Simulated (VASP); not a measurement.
Data:

```yaml
crystal:
  lattice:
    - [4.03349, 0.00000, 0.00000]
    - [0.00000, 4.03349, 0.00000]
    - [0.00000, 0.00000, 4.03349]
  atoms:
    - { symbol: Sc, position: [0.00000, 0.00000, 0.00000] }
    - { symbol: Al, position: [0.50000, 0.00000, 0.50000] }
    - { symbol: Al, position: [0.00000, 0.50000, 0.50000] }
    - { symbol: Al, position: [0.50000, 0.50000, 0.00000] }
```

Computed with LDA (Ceperley-Alder, Perdew-Zunger) with spin-orbit coupling, VASP's LDA PAW potentials (set 64) (plane waves; VASP). Settings: 400 eV cut-off, 8×8×8 Γ-centred mesh, Gaussian smearing of 0.050 eV, potentials Sc_sv Al.

**Question.** Estimate the energy per atom (σ→0), band gap (over mesh and band path) with the smallest direct gap where there is one.

**Answer.** 
```json
{
  "band gap (over mesh and band path)": "none (metal, semimetal or under 0.01 eV)",
  "energy per atom (σ→0)": "-5.323 eV/atom"
}
```

The absolute energy has meaning only against runs of the same code, potentials and settings.

The structure comes from a computed database's ScAl3 entry (Pm-3m); how it stands against other phases isn't given here. It was relaxed first.
